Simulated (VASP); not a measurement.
```xyz
1
Lattice="-1.7450 1.7450 1.7450 1.7450 -1.7450 1.7450 1.7450 1.7450 -1.7450" Properties=species:S:1:pos:R:3 pbc="T T T"
Li     0.0000     0.0000     0.0000
```

Calculation: LDA (Ceperley-Alder, Perdew-Zunger), VASP's LDA PAW potentials (set 64) (plane waves; VASP). Settings: 520 eV cut-off, 13×13×13 Γ-centred mesh, first-order Methfessel-Paxton smearing of 0.10 eV, potentials Li_sv.

Energy and stress use the plane-wave basis of the starting cell.

Question: The ions, cell shape and volume are relaxed. Which structure does the run end with?

Answer: 
```xyz
1
Lattice="-1.6767 1.6767 1.6767 1.6767 -1.6767 1.6767 1.6767 1.6767 -1.6767" Properties=species:S:1:pos:R:3 pbc="T T T"
Li     0.0000     0.0000     3.3533
```
Space group Im-3m (229), at a tolerance of 0.03 Å.

Question: How do energy and volume change from the first to the last step?

Answer: The energy (σ→0) changes by -12.1 meV/atom and the volume by -11.3 %, in 4 ionic steps.

The compound is Li in the bcc structure. This run relaxes it. Symmetry was kept, so distortions that lower it aren't found.
